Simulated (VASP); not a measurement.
Method: LDA (Ceperley-Alder, Perdew-Zunger), VASP's LDA PAW potentials (set 64) (plane waves; VASP 6.6.1).

Input for VASP

File POSCAR:
```
V
1.0
 -1.4530877365   1.4530877365   1.4530877365
  1.4530877365  -1.4530877365   1.4530877365
  1.4530877365   1.4530877365  -1.4530877365
V
1
Cart
  0.0000000000   0.0000000000   0.0000000000
```

### INCAR
```
ISMEAR=1   # Methfessel-Paxton
IBRION=2
SYSTEM=V
ISIF=3   # ions, shape and volume
EDIFFG=-0.02
SIGMA=0.1   # width (eV)
ALGO=Normal   # blocked Davidson
EDIFF=1E-6
LASPH=.TRUE.
LWAVE=.FALSE.
NELM=100   # most electronic steps
LMAXMIX=4   # l cut-off of mixed one-centre charges
PSTRESS=50
ENCUT=500
LREAL=.FALSE.
PREC=Accurate
LCHARG=.FALSE.
NSW=40   # most ionic steps
```

### KPOINTS
```
Automatic mesh
0
Gamma
17 17 17
0 0 0
```

POTCAR, in this order: V_sv (LDA.64 set). Program: vasp_std.

The run wrote:

### OSZICAR
```
       N       E                     dE             d eps       ncg     rms          rms(c)
DAV:   1     0.825019505438E+02    0.82502E+02   -0.72063E+03  3300   0.141E+03
DAV:   2    -0.978545021517E+01   -0.92287E+02   -0.90168E+02  3396   0.363E+02
DAV:   3    -0.112090144671E+02   -0.14236E+01   -0.14061E+01  3438   0.533E+01
DAV:   4    -0.112170018248E+02   -0.79874E-02   -0.79859E-02  3338   0.429E+00
DAV:   5    -0.112170925784E+02   -0.90754E-04   -0.90754E-04  3432   0.450E-01    0.212E+01
DAV:   6    -0.998015468486E+01    0.12369E+01   -0.46379E+00  3320   0.331E+01    0.301E+00
DAV:   7    -0.995204352733E+01    0.28111E-01   -0.29373E-02  3324   0.227E+00    0.136E+00
DAV:   8    -0.994177259047E+01    0.10271E-01   -0.79527E-03  3318   0.160E+00    0.740E-02
DAV:   9    -0.994178250320E+01   -0.99127E-05   -0.88792E-05  3324   0.168E-01    0.367E-02
DAV:  10    -0.994179451611E+01   -0.12013E-04   -0.47138E-06  3266   0.272E-02    0.180E-03
DAV:  11    -0.994179445649E+01    0.59614E-07   -0.33313E-07  1662   0.873E-03
   1 F= -.95587979E+01 E0= -.95586487E+01  d E =-.955880E+01
```

### OUTCAR
```
------------------------ aborting loop because EDIFF is reached ----------------------------------------
  FORCE on cell =-STRESS in cart. coord.  units (eV):
  Direction    XX          YY          ZZ          XY          YZ          ZX
  --------------------------------------------------------------------------------------
  Total        0.3723706      0.3723706      0.3723706      0.0000000      0.0000000     -0.0000000
  in kB       48.6127848     48.6127848     48.6127848      0.0000000      0.0000000     -0.0000000
  external PRESSURE =      -1.3872152 kB  Pullay stress =      50.0000000 kB
  volume of cell :       12.27
      direct lattice vectors                 reciprocal lattice vectors
    -1.453087736  1.453087736  1.453087736     0.000000000  0.344094845  0.344094845
     1.453087736 -1.453087736  1.453087736     0.344094845  0.000000000  0.344094845
     1.453087736  1.453087736 -1.453087736     0.344094845  0.344094845  0.000000000
 POSITION                                       TOTAL-FORCE (eV/Angst)
 -----------------------------------------------------------------------------------
      0.00000      0.00000      0.00000        -0.000000      0.000000      0.000000
 -----------------------------------------------------------------------------------
    total drift:                                0.000000      0.000000      0.000000
  FREE ENERGIE OF THE ION-ELECTRON SYSTEM (eV)
  ---------------------------------------------------
  free  energy   TOTEN  =        -9.9417944565 eV

  energy  without entropy=       -9.9413469072  energy(sigma->0) =       -9.94164527
  enthalpy is  TOTEN    =        -9.5587978501 eV   P V=        0.3829966064

 reached required accuracy - stopping structural energy minimisation
```
(Selected blocks of OUTCAR.)

The compound is V in the bcc structure. It was relaxed first under an external pressure of 5 GPa. The run is not spin-polarised, so no magnetic state was tried.
